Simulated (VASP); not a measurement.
Given:

```
SnO
1.0
    3.83834     0.00000     0.00000
    0.00000     3.83834     0.00000
    0.00000     0.00000     4.73709
Sn O
2 2
Direct
  0.50000   0.00000   0.75493
  0.00000   0.50000   0.24507
  0.50000   0.50000   0.00000
  0.00000   0.00000   0.00000
```

All values below come from PBE GGA with D3 dispersion (Becke-Johnson damping), VASP's PBE PAW potentials (set 64) (plane waves; VASP). Numerical set-up: 520 eV cut-off, 5×5×4 Γ-centred mesh, Gaussian smearing of 0.050 eV, potentials Sn_d O.

Problem. Predict the energy per atom (σ→0).

Solution. 
```
Item                           Result
---------------------  --------------
energy per atom (σ→0)  -5.906 eV/atom
```

The compound is SnO in the litharge structure. It was relaxed first. The start is the result of an earlier pass.
